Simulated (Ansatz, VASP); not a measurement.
Given: the input of a run of Ansatz 0.2.0 on Pd3PbC. Atoms were shifted at random by some hundredths of an Å from the given cell, which wasn't relaxed again for these runs. The cell comes from a database or a generator and needn't be the stable form of this composition.

File input.yaml:

```yaml
crystal:
  lattice:
    - [4.298945, 0.0, 0.0]
    - [0.0, 4.298945, 0.0]
    - [0.0, 0.0, 4.298945]
  atoms:
    - { symbol: Pb, position: [0.013484, -0.004395, -0.011258] }
    - { symbol: Pd, position: [0.500155, -0.002583, 0.483251] }
    - { symbol: Pd, position: [0.50113, 0.488288, -0.003021] }
    - { symbol: Pd, position: [0.007358, 0.49295, 0.502686] }
    - { symbol: C, position: [0.499446, 0.507429, 0.502105] }
hamiltonian:
  xc: pbe
  pseudopotentials: { kind: paw }
kpoints:
  mp_grid: { grid: [6, 6, 6] }
scf:
  occupations: { method: fermi_dirac, width: 0.05 }
output:
  forces: true
  stress: true
  eigenvalues: true
```

Potentials or basis: Ansatz PAW.

The run is started by

```sh
$ ansatz run input.yaml --threads 2 --pin off --max-ram 5120MiB --backend cpu --events-out ev --progress --plain --runs-dir out
```

Q: Translate it to VASP 6.6.1. Potentials or basis there: PBE PAW files C, Pb_d, Pd, 520 eV.

A: As run (cutoffs and basis follow the program's own potentials, and thresholds, step limits or extra output files can differ):

The input INCAR:

```
ALGO = Normal ; EDIFF = 1E-7
ENCUT = 520 ; GGA = PE
ISIF = 2 ; ISMEAR = -1
LASPH = T ; LCHARG = F
LREAL = F ; LWAVE = F
NBANDS = 32 ; NELM = 100
PREC = Accurate ; SIGMA = 0.05
```

File KPOINTS:

```
k-points
0
Gamma
  6 6 6
```

Contents of POSCAR:

```
Pd3PbC
1.0
    4.2989450000      0.0000000000      0.0000000000
    0.0000000000      4.2989450000      0.0000000000
    0.0000000000      0.0000000000      4.2989450000
Pb Pd C
1 3 1
Direct
    0.0134840000     -0.0043950000     -0.0112580000
    0.5001550000     -0.0025830000      0.4832510000
    0.5011300000      0.4882880000     -0.0030210000
    0.0073580000      0.4929500000      0.5026860000
    0.4994460000      0.5074290000      0.5021050000
```

Potentials or basis: VASP PAW PBE potentials, release 64 (Pb_d, Pd, C).

Launch:

```sh
$ cat potpaw_PBE.64/Pb_d/POTCAR potpaw_PBE.64/Pd/POTCAR potpaw_PBE.64/C/POTCAR > POTCAR
$ mpirun -np 1 vasp_std > vasp.out
```

Both were run:

|  | Ansatz | VASP |
| --- | --- | --- |
| Pressure | -1.0 GPa | -1.0 GPa |
| Largest force | 0.244 eV/Å | 0.246 eV/Å |

Ansatz's pressure holds a Pulay term of +0.12 GPa for its cutoff of 420 eV, which the other run lacks.

The potentials hold 72 and 48 valence electrons a cell.

Where Ansatz's input types no cutoff or centring, it takes its own default and a Γ-centred mesh.

Pressure is positive in compression.
